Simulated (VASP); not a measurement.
Consider the following.

```xyz
2
Lattice="1.6609 -2.8768 0.0000 1.6609 2.8768 0.0000 0.0000 0.0000 5.1861" Properties=species:S:1:pos:R:3 pbc="T T T"
Sc     1.6609     0.9589     1.2965
Sc     1.6609    -0.9589     3.8896
```

The numbers are results of MS2 meta-GGA, VASP's PBE PAW potentials (set 64) (plane waves; VASP), not measurements. Numerical set-up: 520 eV cut-off, 14×14×8 Γ-centred mesh, tetrahedra with Blöchl corrections, potentials Sc_sv.

Q: Estimate the energy per atom (σ→0), band gap (over mesh and band path) with the smallest direct gap where there is one.

A: 
* **band gap (over mesh and band path)**: none (metal, semimetal or under 0.01 eV)
* **energy per atom (σ→0)**: -11.355 eV/atom

The compound is Sc in the hcp structure. It was relaxed first.
